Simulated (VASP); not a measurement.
Here is the system:

```
CELL_PARAMETERS angstrom
     -1.32233     1.32233     4.32658
      1.32233    -1.32233     4.32658
      1.32233     1.32233    -4.32658
ATOMIC_POSITIONS crystal
  Fe 0.33863 0.33863 0.00000
  Fe 0.66137 0.66137 0.00000
  Si 0.00000 0.00000 0.00000
```

Level of theory: LDA (Ceperley-Alder, Perdew-Zunger), VASP's LDA PAW potentials (set 64) (plane waves; VASP 6.6.1). Settings: 400 eV cut-off, 18×18×18 Γ-centred mesh, tetrahedra with Blöchl corrections, potentials Fe Si.

The run has a spin-polarised start.

Problem. The job: Fe2Si (space group I4/mmm), 3 atoms, LDA, static run, 400 eV, 18×18×18 Γ-centred mesh. Roughly how much core time does it take on a busy server core?

Solution. About 20 core-minutes (one run on a shared machine, a rough figure). It had 480 irreducible k-points, 15 bands, up to 566 plane waves and 17 electronic steps.

The structure comes from a computed database's Fe2Si entry (I4/mmm); how it stands against other phases isn't given here. It was relaxed first, which changed the volume by -6 %.
